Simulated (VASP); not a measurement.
OSZICAR of a VASP run on Au (fcc):

File OSZICAR:
```
       N       E                     dE             d eps       ncg     rms          rms(c)
DAV:   1     0.426912661921E+02    0.42691E+02   -0.58500E+03  3234   0.109E+03
DAV:   2    -0.350525191136E+01   -0.46197E+02   -0.43369E+02  3102   0.201E+02
DAV:   3    -0.390132411781E+01   -0.39607E+00   -0.39588E+00  3533   0.192E+01
DAV:   4    -0.390234181213E+01   -0.10177E-02   -0.10180E-02  3423   0.102E+00
DAV:   5    -0.390234834148E+01   -0.65294E-05   -0.65313E-05  3302   0.765E-02    0.976E+00
DAV:   6    -0.362185629272E+01    0.28049E+00   -0.89724E-01  3032   0.931E+00    0.611E+00
DAV:   7    -0.359983463012E+01    0.22022E-01   -0.87522E-02  3190   0.285E+00    0.285E+00
DAV:   8    -0.359707477329E+01    0.27599E-02   -0.20463E-03  3130   0.503E-01    0.265E-01
DAV:   9    -0.359706624710E+01    0.85262E-05   -0.84765E-06  3303   0.346E-02    0.175E-02
DAV:  10    -0.359707015550E+01   -0.39084E-05   -0.17355E-06  3284   0.161E-02    0.190E-03
DAV:  11    -0.359707013970E+01    0.15800E-07   -0.47415E-08  2070   0.218E-03
   1 F= -.35970701E+01 E0= -.35970701E+01  d E =0.000000E+00
```

Question: Which electronic solver shows in the log?

Answer: It is blocked Davidson (ALGO = Normal, or the opening steps of other solvers). The INCAR had ALGO = Normal.

Question: Can the final energy be trusted as converged?

Answer: The run converged. It stopped with EDIFF = 1E-7, NELM = 100 (AM05 GGA, plane waves, VASP's PBE PAW potentials (set 64)).

The compound is Au in the fcc structure. It was relaxed first.
